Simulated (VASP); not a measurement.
Runs of VASP 6.6.1 on Sc3Te. Symmetry: Fm-3m, No. 225, cubic system. The conventional cell has a = 7.139 Å, b = 7.139 Å, c = 7.139 Å, α = 90.00°, β = 90.00°, γ = 90.00°. Around Sc (site symmetry -43m) lie 4 Sc at 3.09 Å and 4 Te at 3.09 Å. Sc (site symmetry m-3m) is surrounded by 8 Sc at 3.09 Å. Te (site symmetry m-3m) is surrounded by 8 Sc at 3.09 Å. The cell was built by a generator and needn't be a form met in nature.

```tsv
level	gap on the mesh (eV)	pressure (GPa)	relaxed volume (Å³/atom)
PBE+D3	none	0.0	21.67
PBE+dDsC	none	0.0	22.14
PBE+D3(BJ)	none	0.0	21.41
PBE+rVV10	none	0.0	(a)
PBE	none	0.0	-
```

Alike in all rows: task relaxation of cell and atoms; potentials or basis VASP PAW PBE potentials, release 64 (Sc_sv, Te); no spin polarisation; cell relaxed; k mesh 5 × 5 × 5; cutoff (eV) 600; smearing fermi-dirac 0.05 eV.

Q: Estimate the missing entries.

A: (a) 22.39.

Caveats: pairwise dispersion overbinds metals, which lowers pressure and volume (some runs); the relaxation stopped at its first step, so nothing moved (some runs).

A k mesh can miss the band edges, and the runs leave out spin-orbit coupling on Te.

A gap of «none» marks a metal or a gap under the smearing width.
